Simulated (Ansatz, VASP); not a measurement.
# SiO2 in two plane-wave programs, part 2 of 2

Aim: how closely do two programs agree when they are given the same cell, functional and k mesh? The cell is taken from a series of runs on this material, whose earlier steps may have relaxed, scaled, displaced or heated it; both programs get it as it stands.

VASP 6.6.1 and Ansatz 0.2.0.

So far. Step 4 (Comparison): The forces differ by 14 meV/Å r.m.s., which is 59.2 % of the r.m.s. force of 0.023 eV/Å (both taken over all components). A gap on the mesh is an upper bound, since the band edges may lie between its points.

### Step 5. Ansatz: single point, r2SCAN

Level of this step: Ansatz beside VASP: Kohn-Sham DFT, plane waves, r2SCAN (Ansatz).

With cell and atoms fixed, the geometry can't cause a difference; cores, projectors, grids and the points listed under the comparison can.

The cell is taken from a series of runs on this material, whose earlier steps may have relaxed, scaled, displaced or heated it; both programs get it as it stands.

Input file input.yaml:

```yaml
crystal:
  lattice:
    - [0.0, 4.71625711, 7.3627753715]
    - [2.3595806657, 0.0, 7.3627753715]
    - [2.3595806657, 4.71625711, 0.0]
  atoms:
    - { symbol: Si, position: [0.56323108, 0.56323108, 0.93676892] }
    - { symbol: Si, position: [0.31323108, 0.31323108, 0.68676892] }
    - { symbol: Si, position: [0.68676892, 0.68676892, 0.31323108] }
    - { symbol: Si, position: [0.93676892, 0.93676892, 0.56323108] }
    - { symbol: O, position: [0.625, 0.125, 0.625] }
    - { symbol: O, position: [0.625, 0.625, 0.125] }
    - { symbol: O, position: [0.625, 0.625, 0.625] }
    - { symbol: O, position: [0.125, 0.625, 0.625] }
    - { symbol: O, position: [0.1865604, 0.8134396, 0.1865604] }
    - { symbol: O, position: [0.8134396, 0.1865604, 0.8134396] }
    - { symbol: O, position: [0.4365604, 0.0634396, 0.4365604] }
    - { symbol: O, position: [0.0634396, 0.4365604, 0.0634396] }
kpoints:
  mp_grid: { grid: [6, 6, 6] }
  band_path:
    path:
      - [0.0, 0.0, 0.0]
      - [0.5, 0.0, 0.5]
      - [1.0, 0.5, 0.5]
      - [0.5, 0.5, 0.0]
      - [0.0, 0.33825295, 0.33825295]
      - [1.0, 0.66174705, 0.66174705]
      - [0.5, 0.21309896, 0.71309896]
      - [0.5, 0.78690104, 0.28690104]
    npoints: 1
hamiltonian:
  xc: r2scan
  pseudopotentials: { kind: paw, azcp: { folder: soft_1 } }
scf:
  occupations: { method: fixed }
  n_extra_bands: 8
output:
  eigenvalues: true
  forces: true
  stress: true
```

Run with:

```sh
$ ansatz run input.yaml --threads 3 --pin off --max-ram 92160MiB --backend cuda --events-out ev --progress --plain --runs-dir out --devices 1 --max-vram 13GiB
```

Numbers of over 12 decimals in the logs are rounded to 6 here.

The program printed:

```text
[...]
GPUs: using 1 of 1 available (devices: 1).
[...]
GPU FFT provider: cuFFT
GPU libraries: cuBLAS 13.8.2, cuFFT 12.4.0, cuSOLVER 12.3.4
Crystal: 12 atoms, lattice volume = 163.872 Å³
Basis set: ecut = 500 eV, 4155 PW (Γ), exchange–correlation on 256×240×160 points (64 copies of the dense FFT grid, shifted against one another)
[...]
k-point 0: bands = [... 28 lower, 0.6783, 0.8777, 1.2812, 1.3231, 7.7214, 10.5069, 10.5297, 10.7823, ... 4 higher]
  k-point 1: bands = [... 28 lower, 0.6066, 0.8964, 1.1664, 1.2405, 8.1793, 10.7434, 10.7936, 10.8860, ... 4 higher]
  k-point 2: bands = [... 28 lower, 0.5943, 0.9169, 1.0359, 1.0581, 9.2697, 11.0844, 11.2902, 11.4627, ... 4 higher]
  k-point 45: bands = [... 28 lower, 0.7008, 0.7008, 1.1592, 1.1592, 8.8915, 8.8915, 10.9559, 10.9559, ... 4 higher]
[key lines of the parts left out:]
SCF converged after 8 iterations
Free energy (F): -7120.221715 eV
Fermi energy:    1.323125 eV
P = ⅓ Tr σ = 0.1235 GPa (1.235 kbar)
```

### Step 6. VASP: single point, r2SCAN

The same cell, functional and mesh now go to VASP, with its own data sets.

Input file INCAR:

```
SYSTEM = SiO2
PREC = Accurate
ENCUT = 660
EDIFF = 1E-06
NELM = 120
ISMEAR = 0
SIGMA = 0.01
LREAL = .FALSE.
ALGO = Normal
METAGGA = R2SCAN
LASPH = .TRUE.
NBANDS = 44
LORBIT = 11
LWAVE = .FALSE.
LCHARG = .FALSE.
ISIF = 2
GGA_COMPAT = .FALSE.
EFERMI = MIDGAP
LMIXTAU = .TRUE.
KPAR = 2
```

Input file POSCAR:

```
SiO2
1.0
    0.0000000000      4.7162571100      7.3627753715
    2.3595806657      0.0000000000      7.3627753715
    2.3595806657      4.7162571100      0.0000000000
Si O
4 8
Direct
    0.5632310800      0.5632310800      0.9367689200
    0.3132310800      0.3132310800      0.6867689200
    0.6867689200      0.6867689200      0.3132310800
    0.9367689200      0.9367689200      0.5632310800
    0.6250000000      0.1250000000      0.6250000000
    0.6250000000      0.6250000000      0.1250000000
    0.6250000000      0.6250000000      0.6250000000
    0.1250000000      0.6250000000      0.6250000000
    0.1865604000      0.8134396000      0.1865604000
    0.8134396000      0.1865604000      0.8134396000
    0.4365604000      0.0634396000      0.4365604000
    0.0634396000      0.4365604000      0.0634396000
```

Input file KPOINTS:

```
Automatic mesh
0
Gamma
6 6 6
0 0 0
```

PAW data sets: Si and O (PBE family, release 64).

Run with:

```sh
$ mpirun -np 2 vasp_std
```

The program printed:

```text
[banner, memory and clock lines left out]
running    2 mpi-ranks, on    1 nodes
[...]
[... a notice as in an earlier step ...]

 LDA part: xc-table for (None), standard interpolation
 POSCAR, INCAR and KPOINTS ok, starting setup
[...]
entering main loop
       N       E                     dE             d eps       ncg     rms          rms(c)
DAV:   1     0.415172606336E+03    0.41517E+03   -0.38403E+04  4048   0.164E+03
DAV:   2    -0.117346889856E+03   -0.53252E+03   -0.51567E+03  5168   0.343E+02
DAV:   3    -0.150740865683E+03   -0.33394E+02   -0.33231E+02  5088   0.898E+01
DAV:   4    -0.151150870347E+03   -0.41000E+00   -0.40936E+00  4960   0.109E+01
[...]
DAV:  18    -0.119145563741E+03   -0.34066E-03   -0.13862E-04  4280   0.104E-01    0.871E-03
DAV:  19    -0.119145607088E+03   -0.43347E-04   -0.22809E-05  4488   0.387E-02    0.411E-03
DAV:  20    -0.119145607055E+03    0.33662E-07   -0.18361E-06  3276   0.111E-02
   1 F= -.11914561E+03 E0= -.11914561E+03  d E =0.000000E+00
```

Parts of OUTCAR (step 6):

```text
  Total       -0.1127132     -0.0331531      0.0082584      0.0000000      0.0000000      0.0000000
  in kB       -1.1020001     -0.3241391      0.0807425      0.0000000      0.0000000      0.0000000
  external PRESSURE =      -0.4484655 kB  Pullay stress =       0.0000000 kB

 POSITION                                       TOTAL-FORCE (eV/Angst)
 -----------------------------------------------------------------------------------
      3.53937      7.07439      8.29389         0.000000     -0.000000     -0.024354
      2.35958      4.71626      4.61250        -0.000000     -0.000000     -0.024354
      2.35958      4.71626     10.11305        -0.000000     -0.000000      0.024354
      3.53937      7.07439     13.79444         0.000000     -0.000000      0.024354
      1.76969      5.89532      5.52208         0.000000     -0.000000     -0.000000
      1.76969      3.53719      9.20347         0.000000     -0.000000     -0.000000
      2.94948      5.89532      9.20347        -0.000000     -0.000000     -0.000000
      2.94948      3.53719      5.52208        -0.000000     -0.000000     -0.000000
      2.35958      1.75973      7.36278         0.000000     -0.015082     -0.000000
      2.35958      7.67278      7.36278         0.000000      0.015082     -0.000000
      1.17979      4.11786      3.68139         0.000000     -0.015082     -0.000000
      1.17979      0.59839      3.68139         0.000000      0.015082     -0.000000
 -----------------------------------------------------------------------------------
    total drift:                               -0.000000     -0.000000     -0.000000

  FREE ENERGIE OF THE ION-ELECTRON SYSTEM (eV)
  ---------------------------------------------------
  free  energy   TOTEN  =      -119.1456070546 eV

  energy  without entropy=     -119.1456070546  energy(sigma->0) =     -119.14560705

[... 1 part as in an earlier step ...]

[... 2 further parts left out ...]
[key lines of the parts left out:]
E-fermi :   3.2207
```

The run ends at a pressure of -0.04 GPa, with forces up to 0.024 eV/Å.

### Step 7. Differences

What differs besides the data sets and the points named for the pairs above, as far as they apply: VASP keeps PBE cores, Ansatz makes them for the functional; fixed occupations in Ansatz, narrow Gaussian smearing in VASP; the cutoff is 500 eV in Ansatz and 660 eV in VASP. Total energies have different zeros and are not compared.

Compared:

| quantity | Ansatz | VASP | difference |
| --- | --- | --- | --- |
| pressure (GPa) | 0.12 | -0.04 | +0.17 |
| gap on the k mesh (eV) | 6.398 | 6.398 | 0.000 |

At this near-relaxed geometry the largest component of a force difference is 46 meV/Å. A gap on the mesh is an upper bound, since the band edges may lie between its points.

### Step 8. Summary of results

```yaml
r_m_s_force_difference_single_point_lda: 14 meV/Å
r_m_s_force_difference_single_point_r2scan: 15 meV/Å
```

**Reading.** The r.m.s. force difference is 15 meV/Å (single point, r2SCAN), beyond the 12 meV/Å picked in this series as the mark of a large difference. What causes the difference of the single point, LDA pair stays open here. What causes the difference of the single point, r2SCAN pair stays open here. Such differences can come from data sets, numerical settings and the points named under the comparisons, not from the functional's error against experiment.

[Lines on the potential files, build, host, timing and source positions are cut from VASP's logs without a mark.]

[Logs are printed without paths, hosts, clocks, repeated set-up lines and the standing remarks that a program may print on its own settings, such as how far it seeks lower states.]

[Hosts, paths, dates, database ids (printed as entryN), source tags and the programs' standing remarks are cut or masked in the printed files.]
